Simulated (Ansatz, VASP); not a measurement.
# Ta: VASP beside Ansatz, part 2 of 2

Wanted: the spread between two codes on one cell, functional and k mesh. The cell is taken from a series of runs on this material, whose earlier steps may have relaxed, scaled, displaced or heated it; both programs get it as it stands.

VASP 6.6.1 and Ansatz 0.2.0.

So far: The structure; VASP: elastic constants, r2SCAN.

## Step 3: Ansatz: elastic constants, r2SCAN

Level of this step: Ansatz beside VASP: Kohn-Sham DFT, plane waves, r2SCAN (Ansatz).

Ansatz runs on its default PAW (the set named soft_2) files.

The same cell, functional, mesh and smearing now go to Ansatz, which takes its cutoff from its data sets.

Input file input.yaml:

```yaml
crystal:
  lattice:
    - [-1.6535938045, 1.6535938045, 1.6535938045]
    - [1.6535938045, -1.6535938045, 1.6535938045]
    - [1.6535938045, 1.6535938045, -1.6535938045]
  atoms:
    - { symbol: Ta, position: [0.0, 0.0, 0.0] }
kpoints:
  mp_grid: { grid: [16, 16, 16] }
hamiltonian:
  xc: r2scan
scf:
  occupations: { method: gaussian, width: 0.1 }
output:
  forces: true
  stress: true
  eigenvalues: true
elastic:
  mode: relaxed_ion
  stencil: two_point
```

Started as:

```sh
$ ansatz run input.yaml --threads 4 --pin off --max-ram 8192MiB --backend cpu --events-out ev --progress --plain --runs-dir out
```

Numbers of over 12 decimals in the logs are rounded to 6 here.

What it wrote:

```text
Engine: ansatz 0.2.0, aarch64-unknown-linux-gnu
Pseudopotentials: kind: paw
Pseudopotential: Ta, paw, valence charge 13, recommended cutoff 500 eV (meta_gga), Ta.paw.azcp
Functional definition: r2SCAN
  parameter k0 = 0.174
  parameter k1 = 0.065
  parameter a1 = 4.9479
  exchange = r2scan_x(k0 = k0, k1 = k1, a1 = a1)
  correlation = r2scan_c
Crystal: 1 atoms, lattice volume = 18.086 Å³
Basis set: ecut = 500 eV, 459 PW (Γ), exchange–correlation on 96×96×96 points (64 copies of the dense FFT grid, shifted against one another)
Bands: 11, of which v1, the nominal top of the filled ones, is band 7 counted from 1 (6 counted from 0)
Symmetry: 48 space group operations
Space group: Im-3m (ITA 229), of the structure as read, at distance tolerance 2.6e-5 Å
k-points: 145 of 4096
Non-local potential: Ta, projectors of the file, l = 0: 3, l = 1: 2, l = 2: 2, l = 3: 1
PAW form: soft (Blöchl's): semilocal exchange-correlation on the pseudo side does not see the compensation charge
PAW frozen core: Ta, regenerated for the run's functional (the file was generated under x = pbe(κ = 0.804, μ = 0.219515), c = pbe(β = 0.066725))
PAW one-centre angular grid: Ta, 590 points (default); XC on 160 Gauss nodes
Initial density: superposition of atomic densities (neutral atoms: chi_scale 0, normalization atom), corrected by the library's trained network
Initial wavefunctions: pseudopotential atomic-orbital guess
Functional: x = r2scan, c = r2scan; τ floored in thin density (d = 2e-4 eV/Å³)
SCF iter   1: F=—  HF=-9944.301412 eV  |F-HF|=—  |Δ(HF+E_count)|=         —  Δρ=6.13e-3  dr2=1.81e-3  dr2_τ=1.52e-2  ethr=1.77e-3  ⟨swp⟩=5.5  Hψ=9578  notcnv=0
preconditioner: auto → none  [metal: Δε(μ)=0.021 eV  Ē_g=8.721 eV  σ=0.100 eV  W_gap=0.12  n_scr=0 (ndim 8)  ℏωp=19.5 eV  f_vac=0.000  D(μ)=1.55/eV (n_scr^D=18)]
SCF iter   2: F=—  HF=-9944.318839 eV  |F-HF|=—  |Δ(HF+E_count)|=   1.74e-2  Δρ=3.65e-3  dr2=7.90e-4  dr2_τ=2.45e-4  ethr=1.39e-5  ⟨swp⟩=2.1  Hψ=3681  notcnv=0  defer=11
SCF iter   3: F=—  HF=-9944.319666 eV  |F-HF|=—  |Δ(HF+E_count)|=   8.27e-4  Δρ=5.23e-4  dr2=4.13e-5  dr2_τ=1.76e-5  ethr=6.08e-6  ⟨swp⟩=2.0  Hψ=2282  notcnv=0  defer=11
SCF iter   4: F=—  HF=-9944.319671 eV  |F-HF|=—  |Δ(HF+E_count)|=   4.42e-6  Δρ=1.94e-4  dr2=3.06e-6  dr2_τ=1.54e-6  ethr=3.17e-7  ⟨swp⟩=2.5  Hψ=2320  notcnv=0  defer=11
SCF iter   5: F=—  HF=-9944.319674 eV  |F-HF|=—  |Δ(HF+E_count)|=   3.74e-6  Δρ=1.10e-4  dr2=9.40e-7  dr2_τ=3.56e-7  ethr=2.35e-8  ⟨swp⟩=1.0  Hψ=1549  notcnv=0  defer=11
SCF iter   6: F=—  HF=-9944.319674 eV  |F-HF|=—  |Δ(HF+E_count)|=   1.39e-7  Δρ=6.31e-6  dr2=1.77e-9  dr2_τ=8.96e-10  ethr=7.23e-9  ⟨swp⟩=2.6  Hψ=2542  notcnv=0  defer=11
SCF iter   7: F=—  HF=-9944.319674 eV  |F-HF|=—  |Δ(HF+E_count)|=   1.27e-9  Δρ=3.89e-6  dr2=1.64e-9  dr2_τ=2.64e-10  ethr=1.36e-11  ⟨swp⟩=2.0  Hψ=2297  notcnv=0  defer=11
SCF iter   8: F=—  HF=-9944.319674 eV  |F-HF|=—  |Δ(HF+E_count)|=  8.46e-10  Δρ=1.98e-7  dr2=4.50e-12  dr2_τ=3.98e-13  ethr=1.26e-11  ⟨swp⟩=2.9  Hψ=2395  notcnv=0  defer=11
SCF iter   9: F=-9944.319674 eV  HF=-9944.319674 eV  |F-HF|=3.64e-12  |Δ(HF+E_count)|=  3.64e-12  Δρ=1.92e-8  dr2=2.43e-14  dr2_τ=3.96e-15  ethr=1.00e-12  ⟨swp⟩=4.9  Hψ=6947  notcnv=0
SCF 1 converged in 9 iterations: F = -9944.319674 eV  dr2 = 2.43e-14
  greatest PAW one-centre occupation: 0.998 electrons in one spin orbital (limit 2), on the Ta atom at site 0 (counted from 0), in its partial waves of l = 0
Initial density: handed on by an earlier stage of this run
Initial wavefunctions: those handed on with the density
iter 1 solved again at ethr=1.00e-12 eV; its pass at ethr=3.10e-3 eV (dr2=4.54e-14 eV) is discarded
[...]
preconditioner: auto → none  [metal: Δε(μ)=0.013 eV  Ē_g=8.710 eV  σ=0.100 eV  W_gap=0.07  n_scr=0 (ndim 8)  ℏωp=19.5 eV  f_vac=0.000  D(μ)=1.55/eV (n_scr^D=18)]
[...]
SCF 2 converged in 2 iterations: F = -9944.319674 eV  dr2 = 6.72e-15
Crystal: 1 atoms, lattice volume = 18.050 Å³
Symmetry: 16 space group operations
k-points: 349 of 4096
[...]
preconditioner: auto → none  [metal: Δε(μ)=0.003 eV  Ē_g=8.730 eV  σ=0.100 eV  W_gap=0.02  n_scr=0 (ndim 8)  ℏωp=19.5 eV  f_vac=0.000  D(μ)=1.55/eV (n_scr^D=18)]
[...]
SCF 3 converged in 9 iterations: F = -9944.319617 eV  dr2 = 2.97e-15
Crystal: 1 atoms, lattice volume = 18.122 Å³
[...]
preconditioner: auto → none  [metal: Δε(μ)=0.002 eV  Ē_g=8.696 eV  σ=0.100 eV  W_gap=0.01  n_scr=0 (ndim 8)  ℏωp=19.5 eV  f_vac=0.000  D(μ)=1.55/eV (n_scr^D=18)]
[...]
SCF 4 converged in 5 iterations: F = -9944.319613 eV  dr2 = 7.57e-14
Symmetry: 8 space group operations
k-points: 621 of 4096
[...]
preconditioner: auto → none  [metal: Δε(μ)=0.002 eV  Ē_g=8.712 eV  σ=0.100 eV  W_gap=0.01  n_scr=0 (ndim 8)  ℏωp=19.5 eV  f_vac=0.000  D(μ)=1.55/eV (n_scr^D=18)]
[...]
SCF iter   5: F=—  HF=-9944.319658 eV  |F-HF|=—  |Δ(HF+E_count)|=  4.80e-10  Δρ=8.05e-7  dr2=1.35e-10  dr2_τ=4.29e-12  ethr=1.99e-11  ⟨swp⟩=2.0  Hψ=10384  notcnv=0  defer=112
SCF iter   6: F=—  HF=-9944.319658 eV  |F-HF|=—  |Δ(HF+E_count)|=  1.82e-11  Δρ=1.91e-7  dr2=7.58e-12  dr2_τ=2.18e-13  ethr=1.04e-12  ⟨swp⟩=1.8  Hψ=8097  notcnv=0  defer=112
SCF iter   7: F=—  HF=-9944.319658 eV  |F-HF|=—  |Δ(HF+E_count)|=  3.64e-12  Δρ=4.34e-8  dr2=3.82e-13  dr2_τ=1.10e-14  ethr=5.83e-14 (applied; sched 1.00e-12)  ⟨swp⟩=1.9  Hψ=9493  notcnv=0  defer=163
SCF iter   8: F=-9944.319658 eV  HF=-9944.319658 eV  |F-HF|=0.00e0  |Δ(HF+E_count)|=  9.09e-12  Δρ=2.05e-8  dr2=8.45e-14  dr2_τ=1.98e-15  ethr=1.00e-12  ⟨swp⟩=4.0  Hψ=18993  notcnv=0
SCF 5 converged in 8 iterations: F = -9944.319658 eV  dr2 = 8.45e-14
iter 1 solved again at ethr=3.78e-12 eV; its pass at ethr=3.10e-3 eV (dr2=4.92e-10 eV) is discarded
SCF iter   1: F=—  HF=-9944.319658 eV  |F-HF|=—  |Δ(HF+E_count)|=         —  Δρ=2.30e-6  dr2=5.00e-10  dr2_τ=3.67e-10  ethr=3.78e-12  ⟨swp⟩=2.5  Hψ=47067  notcnv=0  defer=84
preconditioner: auto → none  [metal: Δε(μ)=0.006 eV  Ē_g=8.711 eV  σ=0.100 eV  W_gap=0.03  n_scr=0 (ndim 8)  ℏωp=19.5 eV  f_vac=0.000  D(μ)=1.55/eV (n_scr^D=18)]
SCF iter   2: F=—  HF=-9944.319658 eV  |F-HF|=—  |Δ(HF+E_count)|=  5.84e-10  Δρ=1.14e-6  dr2=8.86e-11  dr2_τ=2.17e-11  ethr=3.78e-12  ⟨swp⟩=2.7  Hψ=9583  notcnv=0  defer=84
SCF iter   3: F=—  HF=-9944.319658 eV  |F-HF|=—  |Δ(HF+E_count)|=  5.82e-11  Δρ=2.25e-7  dr2=3.83e-12  dr2_τ=6.24e-13  ethr=6.82e-13 (applied; sched 1.00e-12)  ⟨swp⟩=2.0  Hψ=9779  notcnv=0  defer=116
SCF iter   4: F=—  HF=-9944.319658 eV  |F-HF|=—  |Δ(HF+E_count)|=  1.82e-12  Δρ=3.32e-8  dr2=1.05e-13  dr2_τ=3.99e-15  ethr=2.95e-14 (applied; sched 1.00e-12)  ⟨swp⟩=2.5  Hψ=9683  notcnv=0  defer=163
SCF iter   5: F=-9944.319658 eV  HF=-9944.319658 eV  |F-HF|=3.64e-12  |Δ(HF+E_count)|=  5.46e-12  Δρ=7.57e-9  dr2=5.49e-15  dr2_τ=1.87e-15  ethr=1.00e-12  ⟨swp⟩=4.0  Hψ=19001  notcnv=0
SCF 6 converged in 5 iterations: F = -9944.319658 eV  dr2 = 5.49e-15
SCF converged after 2 iterations
Free energy (F): -9944.319674 eV
Harris-Foulkes:  -9944.319674 eV  (|F-HF|=3.64e-12)
Internal energy: -9944.311903 eV  (E = F + TS)
E sigma→0 (E₀):  -9944.315789 eV
Entropy (-TS):   -0.007771 eV (-7.771 meV/atom)
Fermi energy:    18.374395 eV
--- Per-component energies (eV) ---
  E_band       = -117.724842
  E_kinetic    = 366.834614
  E_local      = -549.808043  (includes V_loc(G=0)·N_el)
  E_nonlocal   = 14.920214
  E_hartree    = 190.786640
  E_xc         = -204.378768
  E_vxc        = -222.005071  (∫ρ·V_xc dr)
  E_paw        = -8422.975063  (= ΣΔE_a)
  E_vpaw       = -120.448602  (= ΣTr[D̂ρ^β])
  E_aug_tail   = 0.000086  (compensation charges beyond the density's cutoff)
  E_vtau       = 11.208680  (kinetic-family band-sum trace: ∫τ·v_τ [+ j·A + Jᵃ·Aᵃ] dr)
  E_ewald      = -1338.935302
  E_core_change = -0.756280  (= ΣΔE_core)
  E_smearing   = -0.007771  (= −TS)
  E_closure    = 0.000000  (closes the sum)
  Σ components = -9944.319674   (vs F -9944.319674, Δ=0.00e0)
--- Forces (eV/Å), atoms counted from 1 ---
  atom   1  Ta     0.00000000     0.00000000     0.00000000
  max |Σ_I F_I| component: 4.11e-31 eV/Å
--- Stress (GPa, compression-positive) ---
       -0.010601      -0.000000       0.000000
        0.000000      -0.010601       0.000000
        0.000000       0.000000      -0.010601
  P = ⅓ Tr σ = -0.0106 GPa (-0.106 kbar)
--- Band table (eV; the first three rows and the last of 145) ---
  k-point 0: bands = [... 3 lower, -15.7954, 10.1179, 19.2355, 19.2355, 19.2355, 22.7036, 22.7036, 33.6609]
  k-point 1: bands = [... 3 lower, -15.7956, 10.2983, 19.1155, 19.1982, 19.4115, 22.5070, 22.7022, 33.8229]
  k-point 2: bands = [... 3 lower, -15.7964, 10.8163, 18.7923, 19.0365, 19.9323, 22.1355, 22.7112, 34.2061]
  k-point 144: bands = [... 3 lower, -16.6388, 14.4764, 14.4764, 25.4695, 25.4695, 25.4695, 27.3255, 27.3255]
--- Elastic constants: 2 strain directions × 2 members + reference (group order 48) ---
  dense FFT box of the reference and of every strained cell: 24×24×24
  strains applied: 11, 23; error gains: componentwise 1.00 (the most a stress slope's error grows in a printed constant), spectral 1.73 (1 for all six strains in a standard setting)
  C = ∂σ_k/∂η_j (tension-positive GPa; Voigt order 11 22 33 23 13 12):
       255.523    171.605    171.605      0.000     -0.000     -0.000
       171.605    255.523    171.605      0.000      0.000     -0.000
       171.605    171.605    255.523      0.000     -0.000      0.000
         0.000     -0.000      0.000     64.803     -0.000     -0.000
         0.000     -0.000      0.000      0.000     64.803     -0.000
        -0.000      0.000      0.000     -0.000     -0.000     64.803
  reference stress σ⁰ (GPa):      0.011      0.011      0.011     -0.000      0.000      0.000
  C* (energy form; C + prestress term) asymmetry max|C*_kj − C*_jk| = 5.684e-14 GPa — a small one proves nothing (zero by symmetry where the batch's group is 432, −43m or m−3m); a large one is finite-difference/SCF noise where every solve meets its electron count
  moduli (Voigt/Reuss/Hill, GPa): K = 199.58/199.58/199.58   G = 55.67/53.21/54.44   E = 149.71   ν = 0.375
  mechanically stable: yes (min eigenvalue of sym C = 64.80 GPa)
  strain η (Voigt 11):  stress-route row diagonal C_11 = 255.52 GPa, energy-path curvature d²(F+E_count+ΔE)/dδ²/Ω₀ = 255.49 GPa
         δ    σ_11 (GPa)             F (eV)   n_scf  n_hpsi   n_pw
    -2.000e-3      -0.5051       -9944.3196170       9   87728    472   relax 0 steps, max|allowed force component| 0.00e0 eV/Å
     2.000e-3       0.5170       -9944.3196133       5   62512    473   relax 0 steps, max|allowed force component| 0.00e0 eV/Å
  strain η (Voigt 23):  stress-route row diagonal C_44 = 64.80 GPa, energy-path curvature d²(F+E_count+ΔE)/dδ²/Ω₀ = 64.77 GPa
         δ    σ_23 (GPa)             F (eV)   n_scf  n_hpsi   n_pw
    -2.000e-3      -0.1296       -9944.3196581       8  126849    474   relax 0 steps, max|allowed force component| 0.00e0 eV/Å
     2.000e-3       0.1296       -9944.3196581       5  102757    474   relax 0 steps, max|allowed force component| 0.00e0 eV/Å
```

Reading the cycles: dr2 is the Hartree energy of the density residual (eV), the measure of convergence; HF is the Harris–Foulkes estimate of the energy, which meets the free energy F at convergence.

## Step 4: Side by side

Known differences besides the potentials themselves: VASP keeps PBE cores, Ansatz makes them for the functional; the data sets hold 13 valence electrons in Ansatz (on its default PAW (the set named soft_2) files) and 11 in VASP; the cutoff is 500 eV in Ansatz and 550 eV in VASP; VASP takes each elastic constant from one size of strain, Ansatz from those that its log lists. Total energies have different zeros and are not compared.

Both answers:

| quantity | Ansatz | VASP | difference |
| --- | --- | --- | --- |
| C11 (GPa) | 255.5 | 262.2 | -2.53 % |
| C22 (GPa) | 255.5 | 262.2 | -2.53 % |
| C33 (GPa) | 255.5 | 262.2 | -2.53 % |
| C12 (GPa) | 171.6 | 172.8 | -0.71 % |
| C13 (GPa) | 171.6 | 172.8 | -0.71 % |
| C23 (GPa) | 171.6 | 172.8 | -0.71 % |
| C44 (GPa) | 64.8 | 68.0 | -4.72 % |
| C55 (GPa) | 64.8 | 68.0 | -4.72 % |
| C66 (GPa) | 64.8 | 68.0 | -4.72 % |

## Step 5: Results

```json
{
 "difference in C44 (elastic constants, r2SCAN)": "-4.7 %"
}
```

What this shows: The difference in C44 is -4.7 % (elastic constants, r2SCAN), within the 5 % picked in this series as the mark of a large difference. The data sets hold unlike numbers of valence electrons (13 in Ansatz and 11 in VASP), so part of the differences comes from the potentials. Such differences can come from data sets, numerical settings and the points named under the comparisons, not from the functional's error against experiment.

[Lines on the potential files, build, host, timing and source positions are cut from VASP's logs without a mark.]

[Logs are printed without paths, hosts, clocks, repeated set-up lines and the standing remarks that a program may print on its own settings, such as how far it seeks lower states.]

[Hosts, paths, dates, database ids (printed as entryN), source tags and the programs' standing remarks are cut or masked in the printed files.]
